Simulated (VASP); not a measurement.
Input:

```yaml
crystal:
  lattice:
    - [0.00000, 2.31500, 2.31500]
    - [2.31500, 0.00000, 2.31500]
    - [2.31500, 2.31500, 0.00000]
  atoms:
    - { symbol: Na, position: [0.00000, 0.00000, 0.00000] }
    - { symbol: F, position: [0.50000, 0.50000, 0.50000] }
```

Calculation: PBE GGA, VASP's PBE PAW potentials (set 64) (plane waves; VASP 6.6.1). Settings: 520 eV cut-off, 9×9×9 Γ-centred mesh, Gaussian smearing of 0.050 eV, potentials Na_pv F.

Q: Predict the energy per atom (σ→0), pressure, band gap (on the k-mesh) with the smallest direct gap where there is one.

A: 
- band gap (on the k-mesh): 6.31 eV
- smallest direct gap (on the k-mesh): 6.31 eV
- energy per atom (σ→0): -4.280 eV/atom
- pressure: 21.5 kbar

Only differences to runs with the same potentials and settings are physical.

The compound is NaF in the rock salt structure. The cell was not relaxed at this level.
